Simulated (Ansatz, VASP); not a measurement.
**Al4Se (Se/Al(100)): VASP beside Ansatz**

Wanted: the spread between two codes on one cell, functional and k mesh. Of the first pair: The structure shown is the start of the Ansatz relaxation below; VASP solves that cell, so the two are compared at the walk's first step.

Calculated with Ansatz 0.2.0; plane waves, with VASP 6.6.1 beside it; PBE.

**1. Starting point**

The cell holds 5 atoms: 4 Al and 1 Se. Cell: a = 2.864 Å, b = 2.864 Å, c = 25.522 Å, α = 90.0°, β = 90.0°, γ = 90.0°. Vacuum lies along c.

**2. Ansatz: relaxation, PBE**

Ansatz runs on its default PAW (the set named soft_2) files.

The two programs are compared at the cell with which this relaxation starts, whose forces are those of its first step.

File input.yaml:

```yaml
crystal:
  lattice:
    - [2.8637824638, 0.0, 0.0]
    - [0.0, 2.8637824638, 0.0]
    - [0.0, 0.0, 25.5215740695]
  atoms:
    - { symbol: Al, position: [0.5, 0.5, 0.3526428258] }
    - { symbol: Al, position: [0.0, 0.0, 0.4319874616] }
    - { symbol: Al, position: [0.5, 0.5, 0.510718198] }
    - { symbol: Al, position: [0.0, 0.0, 0.5911034374] }
    - { symbol: Se, position: [0.5, 0.5, 0.6473571742] }
kpoints:
  mp_grid: { grid: [12, 12, 1] }
hamiltonian:
  xc: pbe
scf:
  occupations: { method: fermi_dirac, width: 0.1 }
  convergence: { dr2_threshold: 1.0e-08 }
efield:
  axis: 3
  dipole_correction: true
  ramp_position: 0.97
  ramp_width: 0.06
relax:
  f_tol: 0.02
  max_steps: 60
  constraints: [{ sites: [0, 1] }]
output:
  write_potential: true
  write_density: true
  volumetric_format: npy
```

The run is started by

```bash
> ansatz run input.yaml --threads 4 --pin off --max-ram 8192MiB --backend cpu --events-out ev --progress --plain --runs-dir out
```

Numbers of over 12 decimals in the logs are rounded to 6 here.

What it wrote:

```text
Engine: ansatz 0.2.0, aarch64-unknown-linux-gnu
Pseudopotentials: kind: paw
Pseudopotential: Al, paw, valence charge 3, recommended cutoff 420 eV (normal), Al.paw.azcp
Pseudopotential: Se, paw, valence charge 16, recommended cutoff 420 eV (normal), Se.paw.azcp
Functional definition: PBE
  parameter kappa = 0.804
  parameter beta = 0.066725
  exchange = pbe_x(kappa = kappa, mu = beta*pi^2/3)
  correlation = pbe_c(beta = beta)
Crystal: 5 atoms, lattice volume = 209.309 Å³
Basis set: ecut = 420 eV, 4105 PW (Γ), exchange–correlation on 40×40×360 points (8 copies of the dense FFT grid, shifted against one another)
Bands: 19, of which v1, the nominal top of the filled ones, is band 14 counted from 1 (13 counted from 0)
Symmetry: 8 space group operations
Space group: P4mm (ITA 99), of the structure as read, at distance tolerance 5.9e-5 Å
k-points: 28 of 144
Non-local potential: Al, projectors of the file, l = 0: 2, l = 1: 2, l = 2: 1
Non-local potential: Se, projectors of the file, l = 0: 2, l = 1: 2, l = 2: 3, l = 3: 1
PAW form: soft (Blöchl's): semilocal exchange-correlation on the pseudo side does not see the compensation charge
PAW one-centre angular grid: Al, 110 points (default); XC on 64 Gauss nodes
PAW one-centre angular grid: Se, 590 points (default); XC on 64 Gauss nodes
Initial density: superposition of atomic densities (neutral atoms: chi_scale 0, normalization atom), corrected by the library's trained network
Initial wavefunctions: pseudopotential atomic-orbital guess
Functional: x = pbe(κ = 0.804, μ = 0.219515), c = pbe(β = 0.066725)
SCF iter   1: F=—  HF=-7618.154567 eV  |F-HF|=—  |Δ(HF+E_count)|=         —  Δρ=3.38e-3  dr2=7.31e-1  ethr=1.77e-3  p=-0.018 e·Å  D=-1.55e-2 V/Å  ΔV_dip=0.40 eV  dr2_dipole=3.13e-1  V_vac-E_F(+/−)=4.54/4.15 eV  ⟨swp⟩=8.5  Hψ=3461  notcnv=0
efield: sawtooth ramp at fractional position 0.9700 (set: `efield.ramp_position`, or a place that a band, a saddle search or an elastic batch's reference lends), width 0.0600; the density the first Hamiltonian is built on has a dipole p = -0.018 e·Å; the dipole correction subtracts the counter field D = -1.55e-2 V/Å, which shifts the + side's vacuum level by +0.40 eV against the − side's; the planar-averaged density in the ramp window peaks in size at 1.6e-5 e/Å³
preconditioner: auto → LDOS  [metal: Δε(μ)=0.065 eV  Ē_g=7.685 eV  σ=0.100 eV  W_gap=0.16  n_scr=14 (ndim 8)  ℏωp=10.8 eV  f_vac=0.541  D(μ)=1.49/eV (n_scr^D=8)  β→1.0]
SCF iter   2: F=—  HF=-7618.137965 eV  |F-HF|=—  |Δ(HF+E_count)|=   1.66e-2  Δρ=1.47e-3  dr2=1.77e-1  ethr=1.77e-3  p=0.012 e·Å  D=1.08e-2 V/Å  ΔV_dip=-0.27 eV  dr2_dipole=7.46e-2  V_vac-E_F(+/−)=4.14/4.42 eV  ⟨swp⟩=1.4  Hψ=780  notcnv=0  defer=2
SCF iter   3: F=—  HF=-7618.133028 eV  |F-HF|=—  |Δ(HF+E_count)|=   4.94e-3  Δρ=2.11e-4  dr2=7.53e-4  ethr=6.32e-4  p=0.004 e·Å  D=3.60e-3 V/Å  ΔV_dip=-0.09 eV  dr2_dipole=2.76e-4  V_vac-E_F(+/−)=4.26/4.35 eV  ⟨swp⟩=1.4  Hψ=553  notcnv=0  defer=2
SCF iter   4: F=—  HF=-7618.133013 eV  |F-HF|=—  |Δ(HF+E_count)|=   1.47e-5  Δρ=6.55e-5  dr2=3.82e-5  ethr=2.69e-6  p=0.005 e·Å  D=4.69e-3 V/Å  ΔV_dip=-0.12 eV  dr2_dipole=8.79e-6  V_vac-E_F(+/−)=4.23/4.35 eV  ⟨swp⟩=2.1  Hψ=791  notcnv=0  defer=2
SCF iter   5: F=—  HF=-7618.133179 eV  |F-HF|=—  |Δ(HF+E_count)|=   1.66e-4  Δρ=1.86e-5  dr2=1.12e-6  ethr=1.36e-7  p=0.005 e·Å  D=4.20e-3 V/Å  ΔV_dip=-0.11 eV  dr2_dipole=1.52e-7  V_vac-E_F(+/−)=4.24/4.35 eV  ⟨swp⟩=2.1  Hψ=789  notcnv=0  defer=2
SCF iter   6: F=—  HF=-7618.133168 eV  |F-HF|=—  |Δ(HF+E_count)|=   1.11e-5  Δρ=4.35e-6  dr2=3.79e-8  ethr=3.98e-9  p=0.005 e·Å  D=4.23e-3 V/Å  ΔV_dip=-0.11 eV  dr2_dipole=9.45e-14  V_vac-E_F(+/−)=4.24/4.35 eV  ⟨swp⟩=3.1  Hψ=1077  notcnv=0  defer=2
SCF iter   7: F=—  HF=-7618.133168 eV  |F-HF|=—  |Δ(HF+E_count)|=   6.72e-8  Δρ=1.26e-6  dr2=1.25e-8  ethr=3.57e-11  p=0.005 e·Å  D=4.21e-3 V/Å  ΔV_dip=-0.11 eV  dr2_dipole=3.05e-9  V_vac-E_F(+/−)=4.24/4.35 eV  ⟨swp⟩=10.0  Hψ=3735  notcnv=0
SCF iter   8: F=-7618.133168 eV  HF=-7618.133168 eV  |F-HF|=2.76e-9  |Δ(HF+E_count)|=   8.93e-9  Δρ=3.91e-7  dr2=5.39e-10  ethr=3.57e-11  p=0.005 e·Å  D=4.21e-3 V/Å  ΔV_dip=-0.11 eV  dr2_dipole=6.52e-12  V_vac-E_F(+/−)=4.24/4.35 eV  ⟨swp⟩=8.3  Hψ=3094  notcnv=0
SCF 1 converged in 8 iterations: F = -7618.133168 eV  dr2 = 5.39e-10
  greatest PAW one-centre occupation: 1.000 electrons in one spin orbital (limit 2), on the Se atom at site 4 (counted from 0), in its partial waves of l = 2
relax step   1: F+E_penalty+E_count = -7618.13316846 eV  Δ(F+E_penalty+E_count) = +0.000e0 eV  max|allowed force component| = 1.756e0 eV/Å  Δτ_max = 0.0000 Å  (8 SCF iters, accepted)
[...]
relax step   4: F+E_penalty+E_count = -7618.45363493 eV  Δ(F+E_penalty+E_count) = -2.548e-3 eV  max|allowed force component| = 3.422e-2 eV/Å  Δτ_max = 0.0334 Å  (7 SCF iters, accepted)
[...]
relax step   5: F+E_penalty+E_count = -7618.45376485 eV  Δ(F+E_penalty+E_count) = -1.299e-4 eV  max|allowed force component| = 2.607e-3 eV/Å  Δτ_max = 0.0057 Å  (5 SCF iters, accepted)
NSCF: frozen V_eff on 28 k-points
the band table was solved once a step of the walk had ended and its energy, with any forces and stress, was formed, with the checks that follow a solve (3766 applications of the Hamiltonian). They found nothing against the state; the energy, forces and stress were not computed again (output.eigenvalues in the input reference)
WARN: The input density's exchange-correlation potential varies sharply where the density is thin. Do not read a vacuum level from v_tot or v_xc, or from such a field of the output density. On a cell that repeats whose density bears no net charge and no dipole along the vacuum's axis use v_es (v_loc + v_h of the components); under efield.dipole_correction with no amplitude use v_es + v_field, which holds any external [...]
SCF converged after 5 iterations
Free energy (F): -7618.453765 eV
Harris-Foulkes:  -7618.453765 eV  (|F-HF|=1.27e-8)
Internal energy: -7618.394114 eV  (E = F + TS)
E sigma→0 (E₀):  -7618.423940 eV
Entropy (-TS):   -0.059650 eV (-11.930 meV/atom)
Fermi energy:    1.141571 eV
Dipole field:    D = -0.006909 V/Å  (p = -0.007992 e·Å, saw-weighted, corrected)
Work function:   Φ+ = 4.3814 eV   Φ− = 4.2050 eV
Levels:          The Fermi level and band energies are counted from a zero that moves with the ramp; work functions are not
--- Per-component energies (eV) ---
  E_band       = -546.146428
  E_kinetic    = 209.162866
  E_local      = -18198.077569  (includes V_loc(G=0)·N_el)
  E_nonlocal   = -553.140090
  E_hartree    = 9002.633544
  E_xc         = -262.775051
  E_vxc        = -213.460157  (∫ρ·V_xc dr)
  E_paw        = -3780.800062  (= ΣΔE_a)
  E_vpaw       = 203.715831  (= ΣTr[D̂ρ^β])
  E_aug_tail   = -0.000600  (compensation charges beyond the density's cutoff)
  E_efield     = 0.000028  (sawtooth field / dipole correction)
  E_vefield    = 0.385499  (∫n·V_field dr)
  E_ewald      = 5964.602819
  E_smearing   = -0.059650  (= −TS)
  E_closure    = -0.000000  (closes the sum)
  Σ components = -7618.453765   (vs F -7618.453765, Δ=0.00e0)
--- Forces (eV/Å), atoms counted from 1 ---
  atom   1  Al     0.00000000     0.00000000     0.04087854
  atom   2  Al    -0.00000000     0.00000000    -0.04180762
  atom   3  Al     0.00000000     0.00000000     0.00210786
  atom   4  Al    -0.00000000     0.00000000    -0.00260707
  atom   5  Se     0.00000000    -0.00000000     0.00143794
  max |Σ_I F_I| component: 9.65e-6 eV/Å
--- Band table (eV; the first three rows and the last of 28) ---
  k-point 0: bands = [... 10 lower, -1.5956, 1.7581, 2.0464, 2.0464, 4.1521, 5.0982, 5.8356, 5.9725, ... 1 higher]
  k-point 1: bands = [... 10 lower, -1.4831, 0.9103, 1.8969, 2.1299, 4.2933, 4.6395, 5.2223, 5.8893, ... 1 higher]
  k-point 2: bands = [... 10 lower, -1.1712, -1.0508, 2.1020, 2.3705, 2.5034, 3.7211, 4.6859, 5.5390, ... 1 higher]
  k-point 27: bands = [... 10 lower, -0.9538, -0.3820, -0.0511, -0.0511, 0.0810, 0.7586, 1.9243, 1.9853, ... 1 higher]
--- Relaxed structure (5 steps of the walk, 5 accepted, 0 SCFs on fresh bases) ---
  F+E_penalty+E_count = -7618.45376485 eV   max|allowed force component| = 2.607e-3 eV/Å
  atoms:
    - { symbol: Al, position: [0.500000, 0.500000, 0.3526428258] }
    - { symbol: Al, position: [0.0, 0.0, 0.431987] }
    - { symbol: Al, position: [0.500000, 0.500000, 0.509240] }
    - { symbol: Al, position: [-8.876242534327705e-18, 0, 0.585977] }
    - { symbol: Se, position: [0.500000, 0.500000, 0.659141] }
```

**3. VASP: single point, PBE, start cell, pair 1**

The same cell, functional, mesh and smearing now go to VASP, with its own data sets.

Lines of VASP's logs that name or quote its potential files are left out, and so is its time.

File INCAR:

```
SYSTEM = Al4Se
PREC = Accurate
ENCUT = 400
EDIFF = 1E-06
NELM = 120
ISMEAR = -1
SIGMA = 0.1
LREAL = .FALSE.
ALGO = Normal
GGA = PE
NBANDS = 15
LORBIT = 11
LWAVE = .FALSE.
LCHARG = .FALSE.
ISIF = 2
LDIPOL = .TRUE.
IDIPOL = 3
DIPOL = 0.5 0.5 0.508
LVHAR = .TRUE.
LASPH = .TRUE.
GGA_COMPAT = .FALSE.
NELMDL = -8
KPAR = 4
```

File POSCAR:

```
Al4Se
1.0
    2.8637824638      0.0000000000      0.0000000000
    0.0000000000      2.8637824638      0.0000000000
    0.0000000000      0.0000000000     25.5215740695
Al Se
4 1
Direct
    0.4999999190      0.4999999190      0.3526428258
    0.9999999190      0.9999999190      0.4319874617
    0.4999999190      0.4999999190      0.5107181855
    0.9999999190      0.9999999190      0.5911034311
    0.4999999190      0.4999999190      0.6473571714
```

File KPOINTS:

```
Automatic mesh
0
Gamma
12 12 1
0 0 0
```

PAW data sets: Al and Se (PBE family, release 64).

The run is started by

```bash
> mpirun -np 4 vasp_std
```

What it wrote:

```text
[banner, memory and clock lines left out]
running    4 mpi-ranks, on    1 nodes
 distrk:  each k-point on    1 cores,    4 groups
 distr:  one band on    1 cores,    1 groups

 POSCAR found type information on POSCAR AlSe
 POSCAR found :  2 types and       5 ions
 LDA part: xc-table for (Slater+PW92), standard interpolation
 POSCAR, INCAR and KPOINTS ok, starting setup
 FFT: planning ... GRIDC
 FFT: planning ... GRID_SOFT
 FFT: planning ... GRID
 WAVECAR not read
 entering main loop
       N       E                     dE             d eps       ncg     rms          rms(c)
DAV:   1     0.719228656923E+02    0.71923E+02   -0.52343E+03   840   0.714E+02
DAV:   2    -0.119276174356E+02   -0.83850E+02   -0.77841E+02  1227   0.140E+02
DAV:   3    -0.180647385915E+02   -0.61371E+01   -0.60071E+01  1143   0.404E+01
DAV:   4    -0.182473162353E+02   -0.18258E+00   -0.18235E+00  1144   0.830E+00
DAV:   5    -0.182571010430E+02   -0.97848E-02   -0.97845E-02  1450   0.182E+00
DAV:   6    -0.182573373536E+02   -0.23631E-03   -0.23631E-03  1342   0.218E-01
DAV:   7    -0.182573470994E+02   -0.97458E-05   -0.97458E-05  1457   0.344E-02
DAV:   8    -0.182573474142E+02   -0.31473E-06   -0.31472E-06  1149   0.494E-03    0.622E+00
DAV:   9    -0.179306443386E+02    0.32670E+00   -0.32772E+00  1114   0.976E+00    0.413E+00
DAV:  10    -0.194966054105E+02   -0.15660E+01   -0.14321E+01  1225   0.157E+01    0.409E+00
DAV:  11    -0.176977017208E+02    0.17989E+01   -0.12276E+01  1165   0.148E+01    0.188E+00
DAV:  12    -0.175287775545E+02    0.16892E+00   -0.82744E-01  1092   0.395E+00    0.382E-01
DAV:  13    -0.175270196490E+02    0.17579E-02   -0.43581E-02  1141   0.113E+00    0.264E-01
DAV:  14    -0.175261617678E+02    0.85788E-03   -0.29089E-03  1215   0.331E-01    0.174E-01
[...]
DAV:  21    -0.175255464480E+02   -0.43725E-04   -0.19095E-06   941   0.685E-03    0.242E-03
DAV:  22    -0.175255597712E+02   -0.13323E-04   -0.20279E-06   864   0.570E-03    0.186E-03
DAV:  23    -0.175255641417E+02   -0.43705E-05   -0.21980E-07   756   0.251E-03    0.968E-04
DAV:  24    -0.175255726230E+02   -0.84812E-05   -0.57552E-07   829   0.257E-03    0.800E-04
DAV:  25    -0.175255746804E+02   -0.20575E-05   -0.34866E-08   756   0.106E-03    0.489E-04
DAV:  26    -0.175255801853E+02   -0.55049E-05   -0.24205E-07   715   0.145E-03    0.402E-04
DAV:  27    -0.175255821399E+02   -0.19546E-05   -0.67951E-08   728   0.814E-04    0.317E-04
DAV:  28    -0.175255828070E+02   -0.66712E-06   -0.20692E-08   707   0.486E-04
   1 F= -.17525583E+02 E0= -.17496974E+02  d E =-.572184E-01
```

Parts of OUTCAR (step 3):

```text
ion  position               nearest neighbor table
   1  0.500  0.500  0.353-   2 2.86   2 2.86   2 2.86   2 2.86
   2  1.000  1.000  0.432-   3 2.85   3 2.85   3 2.85   3 2.85   1 2.86   1 2.86   1 2.86   1 2.86

  LATTYP: Found a simple tetragonal cell.
 ALAT       =     2.8637824638
 C/A-ratio  =     8.9118410327

 Subroutine GETGRP returns: Found  8 space group operations
 (whereof  8 operations were pure point group operations)

The static configuration has the point symmetry C_4v.

 Found     28 irreducible k-points:

   k-points           NKPTS =     28   k-points in BZ     NKDIM =     28   number of bands    NBANDS=     15

   dimension x,y,z NGX =    20 NGY =   20 NGZ =  168
   dimension x,y,z NGXF=    40 NGYF=   40 NGZF=  336

   ENCUT  =  400.0 eV  29.40 Ry    5.42 a.u.   4.67  4.67 41.62*2*pi/ulx,y,z

   NELECT =      18.0000    total number of electrons

 k-points in reciprocal lattice and weights: Automatic mesh
   0.00000000  0.00000000  0.00000000       0.007
   0.08333333  0.00000000  0.00000000       0.028
   0.16666667  0.00000000  0.00000000       0.028
   0.25000000  0.00000000  0.00000000       0.028
   0.33333333  0.00000000  0.00000000       0.028
   0.41666667  0.00000000  0.00000000       0.028
   0.50000000  0.00000000  0.00000000       0.014
   0.08333333  0.08333333  0.00000000       0.028
   0.16666667  0.08333333  0.00000000       0.056
[...]
0.50000000  0.41666667  0.00000000       0.028
   0.50000000  0.50000000  0.00000000       0.007

 dipolmoment           0.000000      0.000000     -0.004979 electrons x Angstroem

 average (electrostatic) potential at core
       1 -79.9820       2 -79.9551       3 -79.9392       4 -80.3787       5 -58.5780

 E-fermi :   0.5705

 k-point     1 :       0.0000    0.0000    0.0000
  band No.  band energies     occupation
    ...
      4      -6.7149      2.00000
      5      -4.2740      2.00000
      6      -1.8446      2.00000
      7       0.4340      1.59319
      8       0.4340      1.59319
      9       1.8212      0.00001
     10       3.9523      0.00000
     11       4.5966      0.00000
     12       4.9732      0.00000
     13       5.3587      0.00000
    ...

 k-point     2 :       0.0833    0.0000    0.0000
  band No.  band energies     occupation
    ...
      4      -6.5992      2.00000
      5      -4.1619      2.00000
      6      -1.7341      2.00000
      7      -0.7183      1.99999
      8       0.5239      1.22909
      9       1.9355      0.00000
     10       4.0761      0.00000
     11       4.3042      0.00000
     12       4.7159      0.00000
     13       5.2228      0.00000
    ...

 k-point     3 :       0.1667    0.0000    0.0000
  band No.  band energies     occupation
    ...
      3      -8.1066      2.00000
      4      -6.2572      2.00000
      5      -3.8313      2.00000
      6      -2.7627      2.00000
      7      -1.3994      2.00000
      8       0.7845      0.21064
      9       1.9729      0.00000
     10       2.3734      0.00000
     11       3.4344      0.00000
     12       4.4787      0.00000
    ...

  Total        5.8644196      5.8644196      2.6157002      0.0000000      0.0000000      0.0000000
  in kB       44.8898457     44.8898457     20.0221656      0.0000000      0.0000000      0.0000000
  external PRESSURE =      36.6006190 kB  Pullay stress =       0.0000000 kB

  energy-cutoff  :      400.00
  volume of cell :      209.31
      direct lattice vectors                 reciprocal lattice vectors
     2.863782464  0.000000000  0.000000000     0.349188534  0.000000000  0.000000000
     0.000000000  2.863782464  0.000000000     0.000000000  0.349188534  0.000000000
     0.000000000  0.000000000 25.521574070     0.000000000  0.000000000  0.039182536

 POSITION                                       TOTAL-FORCE (eV/Angst)
 -----------------------------------------------------------------------------------
      1.43189      1.43189      9.00000         0.000000      0.000000      0.044920
      2.86378      2.86378     11.02500         0.000000      0.000000     -0.097858
      1.43189      1.43189     13.03433         0.000000      0.000000      0.019240
      2.86378      2.86378     15.08589         0.000000      0.000000     -1.742194
      1.43189      1.43189     16.52157         0.000000     -0.000000      1.775891
 -----------------------------------------------------------------------------------
    total drift:                                0.000057      0.000057     -0.000135

  FREE ENERGIE OF THE ION-ELECTRON SYSTEM (eV)
  ---------------------------------------------------
  free  energy   TOTEN  =       -17.5255828070 eV

  energy  without entropy=      -17.4683644482  energy(sigma->0) =      -17.49697363

 vacuum level on the upper side and lower side of the slab         4.813         4.923

 total charge
# of ion       s       p       d       tot
------------------------------------------
    1        0.469   0.293   0.000   0.762
    2        0.422   0.348   0.000   0.769
    3        0.431   0.337   0.000   0.767
    4        0.429   0.356   0.000   0.785
    5        1.511   2.360   0.087   3.958
--------------------------------------------------
tot          3.262   3.692   0.087   7.041

[... 3 further parts left out ...]
```

**4. Side by side**

Known differences besides the potentials themselves: the data sets hold 28 valence electrons in Ansatz (on its default PAW (the set named soft_2) files) and 18 in VASP; the cutoff is 420 eV in Ansatz and 400 eV in VASP. Total energies have different zeros and are not compared.

Forces (eV/Å; atoms numbered as in POSCAR):

```
atom        Ansatz x, y, z          VASP x, y, z
 Al1   0.000, 0.000, 0.043   0.000, 0.000, 0.045
 Al2  0.000, 0.000, -0.098  0.000, 0.000, -0.098
 Al3   0.000, 0.000, 0.021   0.000, 0.000, 0.019
 Al4  0.000, 0.000, -1.722  0.000, 0.000, -1.742
 Se5   0.000, 0.000, 1.756   0.000, 0.000, 1.776
```

The forces differ by 7.4 meV/Å r.m.s., which is 1.2 % of the r.m.s. force of 0.643 eV/Å (both taken over all components). Where the cell holds vacuum, a pressure given here is an average over it and none of the material.

(Part 1 of 2 ends here.)

[Lines on the potential files, build, host, timing and source positions are cut from VASP's logs without a mark.]

[Logs are printed without paths, hosts, clocks, repeated set-up lines and the standing remarks that a program may print on its own settings, such as how far it seeks lower states.]

[Hosts, paths, dates, database ids (printed as entryN), source tags and the programs' standing remarks are cut or masked in the printed files.]
